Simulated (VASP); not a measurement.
Given:

```
RuSi
1.0
    4.76275     0.00000     0.00000
    0.00000     4.76275     0.00000
    0.00000     0.00000     4.76275
Si Ru
4 4
Direct
  0.16242   0.33758   0.66242
  0.33758   0.66242   0.16242
  0.66242   0.16242   0.33758
  0.83758   0.83758   0.83758
  0.87059   0.62941   0.37059
  0.62941   0.37059   0.87059
  0.37059   0.87059   0.62941
  0.12941   0.12941   0.12941
```

All values below come from PBE GGA, VASP's PBE PAW potentials (set 64) (plane waves; VASP). Settings: 420 eV cut-off, 10×10×10 Γ-centred mesh, Gaussian smearing of 0.020 eV, potentials Si Ru_pv.

**Question.** The ions, cell shape and volume are relaxed. What does this cell relax into?

**Answer.** 
```
RuSi
1.0
    4.73399     0.00000     0.00000
    0.00000     4.73399     0.00000
    0.00000     0.00000     4.73399
Si Ru
4 4
Direct
  0.16229   0.33771   0.66229
  0.33771   0.66229   0.16229
  0.66229   0.16229   0.33771
  0.83771   0.83771   0.83771
  0.87055   0.62945   0.37055
  0.62945   0.37055   0.87055
  0.37055   0.87055   0.62945
  0.12945   0.12945   0.12945
```
Space group P2_13 (198), at a tolerance of 0.03 Å.

**Question.** How do energy and volume change from the first to the last step?

**Answer.** The energy (σ→0) changes by -3.3 meV/atom and the volume by -1.8 %, in 9 ionic steps.

```csv
step,E(σ→0) (eV),max force (eV/Å),pressure (GPa),volume (Å³)
1,-63.6571,0.111,-4.28,108.04
2,-63.5765,0.293,9.49,102.49
3,-63.6834,0.018,-0.06,106.16
4,-63.6834,0.019,0.03,106.12
5,-63.6835,0.014,0.03,106.10
6,-63.6835,0.013,0.05,106.05
7,-63.6835,0.009,0.04,106.07
8,-63.6835,0.003,-0.11,106.12
9,-63.6835,0.005,-0.03,106.09
```

The structure comes from a computed database's SiRu entry; how it stands against other phases isn't given here. This run relaxes it. Symmetry was kept, so distortions that lower it aren't found. The run is one of a series of settings (EDIFF = 1E-09, EDIFFG = -0.005, ENCUT = 420, IBRION = 2, ISIF = 3, NSW = 50, KPOINTS 10×10×10 Γ-centred mesh against the base run), some of them coarse on purpose.
